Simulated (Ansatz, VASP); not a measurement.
Given: the input of a run of Ansatz 0.2.0 on RbMg2.

Contents of input.yaml:

```yaml
crystal:
  lattice:
    - [1.922503, -13.625189, 0.0]
    - [1.922503, 13.625189, 0.0]
    - [0.0, 0.0, 4.832347]
  atoms:
    - { symbol: Rb, position: [0.672847, 0.327153, 0.25] }
    - { symbol: Rb, position: [0.327153, 0.672847, 0.75] }
    - { symbol: Mg, position: [0.451224, 0.548776, 0.25] }
    - { symbol: Mg, position: [0.042501, 0.957499, 0.25] }
    - { symbol: Mg, position: [0.957499, 0.042501, 0.75] }
    - { symbol: Mg, position: [0.548776, 0.451224, 0.75] }
hamiltonian:
  xc: pbe
  pseudopotentials: { kind: paw }
kpoints:
  mp_grid: { grid: [7, 7, 6] }
scf:
  occupations: { method: fermi_dirac, width: 0.05 }
output:
  forces: true
  stress: true
  eigenvalues: true
```

Potentials or basis: Ansatz PAW.

Launch:

```console
$ ansatz run input.yaml --threads 2 --pin off --max-ram 5120MiB --backend cpu --events-out ev --progress --plain --runs-dir out
```

Q: Translate it to VASP 6.6.1. Potentials there: VASP PAW PBE potentials, release 64 (Rb_sv, Mg).

A: As run (the cutoff follows the program's own potentials):

INCAR

```
PREC = Accurate ; ENCUT = 520
EDIFF = 1E-7 ; ISMEAR = -1
SIGMA = 0.05 ; LREAL = False
LASPH = True ; NELM = 80
ALGO = Normal ; ISIF = 2
LWAVE = False ; LCHARG = False
GGA = PE ; NBANDS = 22
```

Contents of KPOINTS:

```
Automatic mesh
0
Gamma
  7 7 6
```

File POSCAR:

```
RbMg2
1.0
    1.9225030000    -13.6251890000      0.0000000000
    1.9225030000     13.6251890000      0.0000000000
    0.0000000000      0.0000000000      4.8323470000
Rb Mg
2 4
Direct
    0.6728470000      0.3271530000      0.2500000000
    0.3271530000      0.6728470000      0.7500000000
    0.4512240000      0.5487760000      0.2500000000
    0.0425010000      0.9574990000      0.2500000000
    0.9574990000      0.0425010000      0.7500000000
    0.5487760000      0.4512240000      0.7500000000
```

Potentials or basis: VASP PAW PBE potentials, release 64 (Rb_sv, Mg).

The run is started by

```console
$ cat potpaw_PBE.64/Rb_sv/POTCAR potpaw_PBE.64/Mg/POTCAR > POTCAR
$ mpirun -np 1 vasp_std > vasp.out
```

Both were run:

|  | VASP | Ansatz | Ansatz less VASP |
| --- | --- | --- | --- |
| gap on the k mesh at the Fermi level (eV) | none | none | - |
| pressure (GPa) | 0.0 | 0.0 | +0.03 |
| largest component of the traceless stress (GPa) | 0.49 | 0.50 | +0.002 |
| rms of the force components (eV/Å) | 0.024 | 0.023 | -0.0010 |

Atom by atom the forces differ by 0.003 eV/Å (rms over components). A gap of «none» marks a metal or a gap that the smearing closes. The two sets of potentials don't hold the same shells in valence.
